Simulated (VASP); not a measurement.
OSZICAR of a VASP run on KMgF3 (cubic perovskite):

**OSZICAR**
```
       N       E                     dE             d eps       ncg     rms          rms(c)
DAV:   1     0.253201776651E+03    0.25320E+03   -0.17967E+04   400   0.157E+03
DAV:   2    -0.710557920832E+01   -0.26031E+03   -0.25466E+03   520   0.391E+02
DAV:   3    -0.173741127847E+02   -0.10269E+02   -0.10244E+02   476   0.768E+01
DAV:   4    -0.177926681578E+02   -0.41856E+00   -0.41757E+00   704   0.118E+01
DAV:   5    -0.177939275594E+02   -0.12594E-02   -0.12594E-02   468   0.650E-01    0.888E+00
DAV:   6    -0.156490874137E+02    0.21448E+01   -0.92402E+00   440   0.226E+01    0.393E+00
DAV:   7    -0.156397019487E+02    0.93855E-02   -0.24902E-01   540   0.343E+00    0.248E+00
DAV:   8    -0.156377829327E+02    0.19190E-02   -0.73597E-02   452   0.295E+00    0.289E-01
DAV:   9    -0.156377001345E+02    0.82798E-04   -0.15334E-02   516   0.898E-01    0.126E-01
DAV:  10    -0.156379427322E+02   -0.24260E-03   -0.12138E-03   520   0.269E-01    0.828E-02
DAV:  11    -0.156379921577E+02   -0.49425E-04   -0.29346E-04   468   0.133E-01    0.355E-02
DAV:  12    -0.156379787824E+02    0.13375E-04   -0.99928E-05   460   0.700E-02    0.500E-03
DAV:  13    -0.156379789323E+02   -0.14994E-06   -0.10945E-06   316   0.966E-03
   1 F= -.15637979E+02 E0= -.15637979E+02  d E =-.156380E+02
       N       E                     dE             d eps       ncg     rms          rms(c)
DAV:   1    -0.156479396692E+02   -0.99609E-02   -0.18691E-01   432   0.408E+00    0.762E-01
DAV:   2    -0.156390949120E+02    0.88448E-02   -0.41428E-02   420   0.162E+00    0.142E-01
DAV:   3    -0.156386384303E+02    0.45648E-03   -0.84315E-04   588   0.250E-01    0.864E-02
DAV:   4    -0.156385462424E+02    0.92188E-04   -0.32416E-04   688   0.109E-01    0.687E-02
DAV:   5    -0.156385514389E+02   -0.51965E-05   -0.37517E-05   628   0.433E-02    0.118E-02
DAV:   6    -0.156385492764E+02    0.21625E-05   -0.12732E-05   608   0.287E-02    0.505E-03
DAV:   7    -0.156385487694E+02    0.50696E-06   -0.97705E-07   388   0.575E-03
   2 F= -.15638549E+02 E0= -.15638549E+02  d E =-.569837E-03
```

Which electronic solver shows in the log?

It is blocked Davidson (ALGO = Normal, or the opening steps of other solvers). The INCAR had ALGO = Normal.

Can the final energy be trusted as converged?

The run converged. It stopped with EDIFF = 1E-6, NELM = 100, NSW = 60 and EDIFFG = -0.02 after 2 ionic steps (optB86b-vdW, plane waves, VASP's PBE PAW potentials (set 64)).

The compound is KMgF3 in the cubic perovskite structure. This run relaxes it. Symmetry was kept, so distortions that lower it aren't found.
